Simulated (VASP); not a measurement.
Output of a VASP run:

OSZICAR:
```
...
DAV:   2    -0.161766078791E+02   -0.32255E+03   -0.31957E+03  5534   0.455E+02
DAV:   3    -0.239360944552E+02   -0.77595E+01   -0.76154E+01  5980   0.819E+01
DAV:   4    -0.240083720607E+02   -0.72278E-01   -0.71282E-01  5630   0.768E+00
DAV:   5    -0.240089623442E+02   -0.59028E-03   -0.59015E-03  5588   0.685E-01    0.287E+01
DAV:   6    -0.226413093914E+02    0.13677E+01   -0.29849E+00  5391   0.176E+01    0.985E+00
DAV:   7    -0.224464126849E+02    0.19490E+00   -0.70016E-01  5726   0.774E+00    0.105E+00
DAV:   8    -0.224342583423E+02    0.12154E-01   -0.15635E-02  5249   0.144E+00    0.295E-01
DAV:   9    -0.224342854712E+02   -0.27129E-04   -0.39286E-04  5949   0.167E-01    0.269E-02
DAV:  10    -0.224342860858E+02   -0.61460E-06   -0.18388E-05  5311   0.385E-02    0.858E-03
DAV:  11    -0.224342860056E+02    0.80183E-07   -0.26073E-07  2718   0.558E-03
   1 F= -.19130567E+02 E0= -.19130403E+02  d E =-.191306E+02
       N       E                     dE             d eps       ncg     rms          rms(c)
DAV:   1    -0.224443283795E+02   -0.10042E-01   -0.13566E-01  5105   0.361E+00    0.503E-01
DAV:   2    -0.224413843652E+02    0.29440E-02   -0.57038E-03  5243   0.755E-01    0.132E-01
DAV:   3    -0.224409756293E+02    0.40874E-03   -0.14614E-03  5564   0.331E-01    0.761E-02
DAV:   4    -0.224409851310E+02   -0.95016E-05   -0.90963E-05  5233   0.809E-02    0.221E-02
DAV:   5    -0.224409839247E+02    0.12063E-05   -0.15716E-05  5449   0.396E-02    0.744E-03
DAV:   6    -0.224409842433E+02   -0.31857E-06   -0.45857E-07  2585   0.671E-03
   2 F= -.19130506E+02 E0= -.19130361E+02  d E =0.609277E-04
       N       E                     dE             d eps       ncg     rms          rms(c)
DAV:   1    -0.224383502548E+02    0.26337E-02   -0.43803E-02  5105   0.204E+00    0.287E-01
DAV:   2    -0.224373991036E+02    0.95115E-03   -0.18276E-03  5247   0.429E-01    0.758E-02
DAV:   3    -0.224372656949E+02    0.13341E-03   -0.48008E-04  5560   0.190E-01    0.437E-02
DAV:   4    -0.224372719912E+02   -0.62963E-05   -0.29072E-05  5237   0.459E-02    0.121E-02
DAV:   5    -0.224372711994E+02    0.79186E-06   -0.50484E-06  5141   0.224E-02
   3 F= -.19130643E+02 E0= -.19130493E+02  d E =-.764439E-04
       N       E                     dE             d eps       ncg     rms          rms(c)
DAV:   1    -0.224329817064E+02    0.42903E-02   -0.55930E-02  5130   0.253E+00    0.397E-01
DAV:   2    -0.224315267127E+02    0.14550E-02   -0.34179E-03  5148   0.601E-01    0.812E-02
DAV:   3    -0.224313828614E+02    0.14385E-03   -0.64519E-04  5607   0.227E-01    0.618E-02
DAV:   4    -0.224313991125E+02   -0.16251E-04   -0.37594E-05  5365   0.483E-02    0.938E-03
DAV:   5    -0.224313992510E+02   -0.13851E-06   -0.75934E-06  5428   0.272E-02
   4 F= -.19130549E+02 E0= -.19130391E+02  d E =0.942044E-04
       N       E                     dE             d eps       ncg     rms          rms(c)
DAV:   1    -0.224368078184E+02   -0.54087E-02   -0.32142E-02  5145   0.192E+00    0.302E-01
DAV:   2    -0.224359640410E+02    0.84378E-03   -0.19973E-03  5164   0.459E-01    0.617E-02
DAV:   3    -0.224358776704E+02    0.86371E-04   -0.37471E-04  5615   0.173E-01    0.468E-02
DAV:   4    -0.224358813108E+02   -0.36403E-05   -0.21687E-05  5373   0.367E-02    0.727E-03
DAV:   5    -0.224358812804E+02    0.30349E-07   -0.43319E-06  5186   0.206E-02
   5 F= -.19130654E+02 E0= -.19130503E+02  d E =-.108736E-04
```

**OUTCAR**
```
------------------------ aborting loop because EDIFF is reached ----------------------------------------
  FORCE on cell =-STRESS in cart. coord.  units (eV):
  Direction    XX          YY          ZZ          XY          YZ          ZX
  --------------------------------------------------------------------------------------
  Total        3.3085936      3.3085948      3.3074041      0.0000000     -0.0000000      0.0000000
  in kB      200.2037143    200.2037894    200.1317371      0.0000000     -0.0000000      0.0000000
  external PRESSURE =       0.1797469 kB  Pullay stress =     200.0000000 kB
  volume of cell :       26.48
      direct lattice vectors                 reciprocal lattice vectors
     1.336887739 -2.315557922  0.000000000     0.374002981 -0.215930681 -0.000000000
     1.336887739  2.315557922 -0.000000000     0.374002981  0.215930681 -0.000000000
     0.000000000 -0.000000000  4.276626169     0.000000000  0.000000000  0.233829182
 POSITION                                       TOTAL-FORCE (eV/Angst)
 -----------------------------------------------------------------------------------
      1.33689      0.77185      1.06916        -0.000000      0.000000     -0.000000
      1.33689     -0.77185      3.20747         0.000000     -0.000000      0.000000
 -----------------------------------------------------------------------------------
    total drift:                               -0.000000      0.000582     -0.000043
  FREE ENERGIE OF THE ION-ELECTRON SYSTEM (eV)
  ---------------------------------------------------
  free  energy   TOTEN  =       -22.4358812804 eV

  energy  without entropy=      -22.4354259358  energy(sigma->0) =      -22.43572950
  enthalpy is  TOTEN    =       -19.1306543162 eV   P V=        3.3052269642

 reached required accuracy - stopping structural energy minimisation
```
(Selected blocks of OUTCAR.)

### POSCAR
```
Tc
1
    1.3374921773    -2.3166047950     0.0000000000
    1.3374921773     2.3166047950     0.0000000000
   -0.0000000000    -0.0000000000     4.2708123652
Tc
2
Direct
  0.3333330000   0.6666670000   0.2500000000
  0.6666670000   0.3333330000   0.7500000000
```

Question: Reconstruct the remaining input files.

Answer: Several could match; the one computed here: the input of the run itself, PBEsol GGA, plane waves, VASP's PBE PAW potentials (set 64).

File KPOINTS:
```
Automatic mesh
0
G
 16 16 9
0 0 0
```

### INCAR
```
# general
SYSTEM  = Tc
PREC    = Accurate
ENCUT   = 500
LREAL   = .False.
LASPH   = .True.

# electronic loop
EDIFF   = 1E-6
NELM    = 100
ALGO    = Normal
LMAXMIX = 4

# smearing
ISMEAR  = 1
SIGMA   = 0.1

# functional
GGA     = PS

# ions
IBRION  = 2
NSW     = 40
ISIF    = 3
EDIFFG  = -0.02
PSTRESS = 200

# output
LWAVE   = .False.
LCHARG  = .False.
```

POTCAR, in this order: Tc_pv (PBE.64 set). Program: vasp_std.

The compound is Tc in the hcp structure. This run relaxes it under an external pressure of 20 GPa. Symmetry was kept, so distortions that lower it aren't found.
